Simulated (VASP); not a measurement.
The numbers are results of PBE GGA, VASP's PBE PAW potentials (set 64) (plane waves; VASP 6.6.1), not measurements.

The input files of a VASP run:

### KPOINTS
```
Automatic mesh
0
Gamma
7 7 7
0 0 0
```

### INCAR
```
ALGO = Normal
EDIFF = 1E-6
ENCUT = 400
GGA = PE
ISIF = 2
ISMEAR = 0
LASPH = .TRUE.
LCHARG = .FALSE.
LMAXMIX = 4
LREAL = .FALSE.
LWAVE = .FALSE.
NBANDS = 17
NELM = 100
PREC = Accurate
SIGMA = 0.05
SYSTEM = ZnSe
```

**POSCAR**
```
ZnSe
1
    0.0000000000     2.8917000000     2.8917000000
    2.8917000000     0.0000000000     2.8917000000
    2.8917000000     2.8917000000     0.0000000000
Zn Se
1 1
Direct
  0.0000000000   0.0000000000   0.0000000000
  0.2500000000   0.2500000000   0.2500000000
```

POTCAR, in this order: Zn Se (PBE.64 set). Program: vasp_std.

The run wrote:

**OSZICAR**
```
       N       E                     dE             d eps       ncg     rms          rms(c)
DAV:   1     0.828288006106E+02    0.82829E+02   -0.73919E+03   680   0.989E+02
DAV:   2    -0.506780069489E+00   -0.83336E+02   -0.76636E+02   757   0.215E+02
DAV:   3    -0.626736474881E+01   -0.57606E+01   -0.57265E+01   800   0.599E+01
DAV:   4    -0.631806707388E+01   -0.50702E-01   -0.50687E-01   818   0.571E+00
DAV:   5    -0.631828533108E+01   -0.21826E-03   -0.21825E-03   838   0.356E-01    0.445E+00
DAV:   6    -0.604359281462E+01    0.27469E+00   -0.49741E-01   961   0.212E+01    0.338E+00
DAV:   7    -0.602544883027E+01    0.18144E-01   -0.13734E-01   771   0.312E+00    0.145E+00
DAV:   8    -0.602541385936E+01    0.34971E-04   -0.40253E-03   829   0.573E-01    0.429E-01
DAV:   9    -0.602568299276E+01   -0.26913E-03   -0.10406E-03   770   0.227E-01    0.689E-02
DAV:  10    -0.602578323681E+01   -0.10024E-03   -0.13707E-04   789   0.818E-02    0.168E-02
DAV:  11    -0.602578652900E+01   -0.32922E-05   -0.23961E-05   794   0.363E-02    0.488E-03
DAV:  12    -0.602578787066E+01   -0.13417E-05   -0.33131E-06   762   0.116E-02    0.332E-03
DAV:  13    -0.602578793723E+01   -0.66565E-07   -0.57463E-07   622   0.576E-03
   1 F= -.60257879E+01 E0= -.60257879E+01  d E =-.408947E-13
```

File OUTCAR:
```
------------------------ aborting loop because EDIFF is reached ----------------------------------------
  FORCE on cell =-STRESS in cart. coord.  units (eV):
  Direction    XX          YY          ZZ          XY          YZ          ZX
  --------------------------------------------------------------------------------------
  Total       -0.4338769     -0.4338769     -0.4338769      0.0000000      0.0000000      0.0000000
  in kB      -14.3743237    -14.3743237    -14.3743237      0.0000000      0.0000000      0.0000000
  external PRESSURE =     -14.3743237 kB  Pullay stress =       0.0000000 kB
  volume of cell :       48.36
      direct lattice vectors                 reciprocal lattice vectors
     0.000000000  2.891700000  2.891700000    -0.172908670  0.172908670  0.172908670
     2.891700000  0.000000000  2.891700000     0.172908670 -0.172908670  0.172908670
     2.891700000  2.891700000  0.000000000     0.172908670  0.172908670 -0.172908670
  FREE ENERGIE OF THE ION-ELECTRON SYSTEM (eV)
  ---------------------------------------------------
  free  energy   TOTEN  =        -6.0257879372 eV

  energy  without entropy=       -6.0257879372  energy(sigma->0) =       -6.02578794
```
(Selected blocks of OUTCAR.)

The compound is ZnSe in the zinc blende structure. The cell was not relaxed at this level. The run is one of a series of settings (NBANDS = 17 against the base run), some of them coarse on purpose.
